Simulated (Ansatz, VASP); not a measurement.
# One calculation of ScGaN, two programs

File INCAR:

```
PREC = Accurate
ENCUT = 600
EDIFF = 1E-6
ISMEAR = 0
SIGMA = 0.1
LREAL = False
LASPH = True
NELM = 60
ALGO = Normal
ISIF = 3
LWAVE = False
LCHARG = False
GGA = PE
IBRION = 2
NSW = 90
EDIFFG = -0.04
```

The input KPOINTS:

```
regular mesh
0
Gamma
  6 6 4
```

POSCAR

```
ScGaN
1.0
    3.1433825705      0.0000000000      0.0000000000
    0.0000000000      3.1433825705      0.0000000000
    0.0000000000      0.0000000000      4.3260191871
Sc Ga N
1 1 1
Direct
    0.0000000000      0.0000000000      0.5000000000
    0.5000000000      0.5000000000      0.0000000000
    0.0000000000      0.0000000000      0.0000000000
```

Input for Ansatz:

```yaml
crystal:
  lattice:
    - [3.1433825705, 0.0, 0.0]
    - [0.0, 3.1433825705, 0.0]
    - [0.0, 0.0, 4.3260191871]
  atoms:
    - { symbol: Sc, position: [0.0, 0.0, 0.5] }
    - { symbol: Ga, position: [0.5, 0.5, 0.0] }
    - { symbol: "N", position: [0.0, 0.0, 0.0] }
basis:
  ecutwfc: 420
kpoints:
  mp_grid: { grid: [6, 6, 4] }
hamiltonian:
  xc: pbe
scf:
  occupations: { method: gaussian, width: 0.1 }
  lower_state_search: "off"
output:
  forces: true
  stress: true
  eigenvalues: true
relax:
  adjacent_minimum: "off"
  f_tol: 0.04
  max_steps: 70
  cell: { stress_tol: 0.4 }
```

Change from the starting cell: species swapped into the TiClO type (Pmmn, No. 59).

Alike in both runs: task relaxation of cell and atoms; functional PBE; k mesh 6 × 6 × 4; occupations gaussian, width 0.1 eV; no spin polarisation.

|  | VASP | Ansatz |
| --- | --- | --- |
| version | VASP 6.6.1 | Ansatz 0.2.0 |
| potentials or method | VASP PAW PBE potentials, release 64 (Sc_sv, Ga_d, N) | scalar-relativistic, plane waves, PAW |
| plane-wave cutoff (eV) | 600 | 420 |
| valence electrons in the cell | 29 | 29 |

```tsv
	VASP	Ansatz	Ansatz less VASP
gap on the k mesh at the Fermi level, each at its own relaxed structure (eV)	none	none	-
relaxed volume (Å³/atom)	14.39	14.37	-0.021
relaxed cell length with the largest relative difference (Å)	4.302	4.294	-0.0085
energy change over the relaxation (meV/atom)	-1	-1	-0.2
```

A gap of «none» marks a metal or a gap that the smearing closes.

Caveats: the k mesh is coarse (spacing up to 0.36 Å⁻¹), so the values aren't converged.
